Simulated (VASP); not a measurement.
Here is the system:

```
CELL_PARAMETERS angstrom
      0.00000     3.60267     3.60267
      3.60267     0.00000     3.60267
      3.60267     3.60267     0.00000
ATOMIC_POSITIONS crystal
  La 0.00000 0.00000 0.00000
  S  0.25000 0.25000 0.25000
```

These are PBE GGA, VASP's PBE PAW potentials (set 64) (plane waves; VASP) values and carry that method's errors. Settings: 400 eV cut-off, 8×8×8 Γ-centred mesh, first-order Methfessel-Paxton smearing of 0.10 eV, potentials La S.

Energy and stress use the plane-wave basis of the starting cell.

Problem. The ions, cell shape and volume are relaxed. What does this cell relax into?

Solution. 
```
CELL_PARAMETERS angstrom
      0.00000     3.25452     3.25452
      3.25452     0.00000     3.25452
      3.25452     3.25452     0.00000
ATOMIC_POSITIONS crystal
  La 0.00000 0.00000 0.00000
  S  0.25000 0.25000 0.25000
```
Space group F-43m (216), at a tolerance of 0.03 Å.

Problem. How do energy and volume change from the first to the last step?

Solution. The energy (σ→0) changes by -395.5 meV/atom and the volume by -26.3 %, in 14 ionic steps.

The structure was generated: LaS was put into the zinc blende type (F-43m), which need not be its known phase. This run relaxes it. Symmetry was kept, so distortions that lower it aren't found. The electron count is odd and the run is not spin-polarised, which forces a metal.
